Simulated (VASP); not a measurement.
Input:

```xyz
5
Lattice="4.1544 0.0000 0.0000 0.0000 4.1544 0.0000 0.0000 0.0000 4.1544" Properties=species:S:1:pos:R:3 pbc="T T T"
K      0.0000     0.0000     0.0000
Zn     2.0772     2.0772     2.0772
F      2.0772     0.0000     2.0772
F      0.0000     2.0772     2.0772
F      2.0772     2.0772     0.0000
```

These are vdW-DF-cx, VASP's PBE PAW potentials (set 64) (plane waves; VASP) values and carry that method's errors. Settings: 520 eV cut-off, 6×6×6 Γ-centred mesh, Gaussian smearing of 0.050 eV, potentials K_sv Zn F.

Q: What does the run give for the energy per atom (σ→0), pressure, band gap (on the k-mesh) with the smallest direct gap where there is one?

A: 
- band gap (on the k-mesh) = 3.64 eV
- smallest direct gap (on the k-mesh) = 5.07 eV
- energy per atom (σ→0) = -1.886 eV/atom
- pressure = -3.81 GPa

The absolute energy has meaning only against runs of the same code, potentials and settings.

The compound is KZnF3 in the cubic perovskite structure. This cell is one point of a volume scan, at 1.06 of the reference volume.
